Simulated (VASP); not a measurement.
Crystal: Sr3N.

```
CELL_PARAMETERS angstrom
5.04733 0.00000 0.00000
0.00000 5.04733 0.00000
0.00000 0.00000 3.83551
ATOMIC_POSITIONS crystal
Sr 0.00000 0.00000 0.00000
Sr 0.50000 0.00000 0.50000
Sr 0.00000 0.50000 0.50000
N 0.00000 0.00000 0.50000
```

The cell was built by a generator and needn't be a form met in nature.

The cell isn't the ideal one: random cell by space group and Wyckoff sites (P4/mmm, No. 123).

* Program: VASP 6.6.1
* Task: relaxation of cell and atoms
* Functional: PBE
* Potentials or basis: VASP PAW PBE potentials, release 64 (Sr_sv, N)
* Cutoff: 600 eV
* k mesh: 4 × 4 × 4
* Occupations: gaussian, width 0.1 eV
* Spin: no spin polarisation

At the start: pressure 34.4 GPa; volume 24.43 Å³/atom.

Q: Where does the relaxation end?

A: Over 9 steps the energy falls by 1470.8 meV/atom and the volume is 37.30 Å³/atom (+52.7 %); space group P4/mmm (No. 123, to 0.05 Å).

Step by step:
```tsv
step	energy change (eV)	largest force (eV/Å)	pressure (GPa)	volume (Å³)
1	0.0000	0.0000	34.43	97.71
2	-5.1309	0.0000	-4.56	186.74
3	-5.8166	0.0000	0.57	148.44
4	-5.8367	0.0000	-1.10	156.22
5	-5.8418	0.0000	-0.71	154.19
6	-5.8415	0.0000	-0.45	152.93
7	-5.8718	0.0000	-0.03	149.86
8	-5.8800	0.0000	0.38	147.37
9	-5.8834	0.0000	-0.04	149.19
```

Final structure:
```cif
data_structure
_symmetry_space_group_name_H-M 'P 1'
_symmetry_Int_Tables_number 1
_cell_length_a 5.3335
_cell_length_b 5.3335
_cell_length_c 5.2444
_cell_angle_alpha 90.000
_cell_angle_beta 90.000
_cell_angle_gamma 90.000
_cell_volume 149.19
loop_
_atom_site_label
_atom_site_type_symbol
_atom_site_fract_x
_atom_site_fract_y
_atom_site_fract_z
_atom_site_occupancy
Sr1 Sr 0.00000 0.00000 0.00000 1
Sr2 Sr 0.50000 0.00000 0.50000 1
Sr3 Sr 0.00000 0.50000 0.50000 1
N1 N 0.00000 0.00000 0.50000 1
```

Caveat: the k mesh is coarse (spacing up to 0.41 Å⁻¹), so the values aren't converged; the volume moved by over 15 % at a fixed basis, so the end points are rough.
